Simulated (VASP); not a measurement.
Set up this calculation in VASP 6.6.1, as the native input.

| Property | Result |
| --- | --- |
| Task | single point |
| Functional | PBE |
| Potentials or basis | VASP PAW PBE potentials, release 64 (Sr_sv, Mn_pv, Mg) |
| Cutoff | 520 eV |
| k mesh | 5 × 5 × 5 |
| Occupations | fermi-dirac, width 0.05 eV |
| Spin | collinear spin, ferromagnetic start |
| Starting moments | [0.0, 4.0, 0.0, 0.0, 0.0, 0.0, 0.0, 0.0] μB |
| Further INCAR settings | ALGO = Normal; EDIFF = 1e-07; NBANDS = 32 |

The structure of SrMg6Mn lies in POSCAR:

```
SrMg6Mn
1.0
    5.0948380000      0.0000000000      0.0000000000
    0.0000000000      3.2698605000      5.6536340000
    0.0000000000     -3.2698605000      5.6536340000
Sr Mn Mg
1 1 6
Direct
    0.0067820000      0.3307320000      0.3353480000
   -0.0015070000      0.8493060000      0.8458360000
    0.5078910000      0.1383550000      0.1562390000
    0.5031170000      0.6815240000      0.6769140000
    0.5017850000      0.6912950000      0.1337760000
    0.4995160000      0.1426970000      0.6859080000
   -0.0031070000      0.8349320000      0.3283090000
   -0.0006090000      0.3291630000      0.8327600000
```

The cell comes from a database or a generator and needn't be the stable form of this composition.

The cell isn't the ideal one: atoms moved at random, drawn with an rms of 0.05 Å.

The input as run:

INCAR

```
PREC = Accurate
ENCUT = 520
EDIFF = 1E-7
ISMEAR = -1
SIGMA = 0.05
LREAL = False
LASPH = True
NELM = 120
ALGO = Normal
ISIF = 2
LWAVE = False
LCHARG = False
ISPIN = 2
MAGMOM = 0 4 0 0 0 0 0 0
LORBIT = 11
LMAXMIX = 4
GGA = PE
NBANDS = 32
```

KPOINTS

```
regular mesh
0
Gamma
  5 5 5
```

Potentials or basis: VASP PAW PBE potentials, release 64 (Sr_sv, Mn_pv, Mg).

The run is started by

```sh
$ cat potpaw_PBE.64/Sr_sv/POTCAR potpaw_PBE.64/Mn_pv/POTCAR potpaw_PBE.64/Mg/POTCAR > POTCAR
$ mpirun -np 1 vasp_std > vasp.out
```

Results of the run:

The pressure is 2.2 GPa. The largest force is 0.281 eV/Å. The band gap on the k mesh is none (metal or under the smearing width) and the net moment is 3.84 μB per cell. The site moments are Sr -0.02; Mn +3.78; Mg +0.01, -0.01 μB. The valence electrons inside the program's atomic spheres are Sr 8.12; Mn 11.38; Mg 0.37, 0.33, 0.36.

Run time: 19 min on 1 thread of Intel(R) Xeon(R) Platinum 8488C (Sapphire Rapids), with other jobs on the host, peak memory 0.8 GiB.
